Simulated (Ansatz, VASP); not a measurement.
# GaGe3 in VASP and in Ansatz

```
Ge Ga
1.0
     0.00000    3.38717    3.38717
     3.38717    0.00000    3.38717
     3.38717    3.38717    0.00000
Ge Ga
3 1
Direct
  0.50000 0.50000 0.50000
  0.75000 0.75000 0.75000
  0.25000 0.25000 0.25000
  0.00000 0.00000 0.00000
```

The cell comes from a database or a generator and needn't be the stable form of this composition.

Alike in both runs: task single point; functional PBEsol; k mesh 7 × 7 × 7; occupations fermi-dirac, width 0.05 eV; no spin polarisation.

```csv
,VASP,Ansatz
version,VASP 6.6.1,Ansatz 0.2.0
potentials or method,"VASP PAW PBE potentials, release 64 (Ge_d, Ga_d)",Ansatz PAW
plane-wave cutoff (eV),520,420
valence electrons in the cell,55,55
```

```csv
,VASP,Ansatz,Ansatz less VASP
gap on the k mesh at the Fermi level (eV),none,none,-
pressure (GPa),-3.9,-3.9,-0.02
```

A gap of «none» marks a metal or a gap that the smearing closes.

Caveats: the PAW data sets were made with another functional, which shifts forces and pressure a little (VASP); the PAW data sets come from PBE, with cores solved anew for the run's functional, which leaves a small shift of forces and pressure (Ansatz).
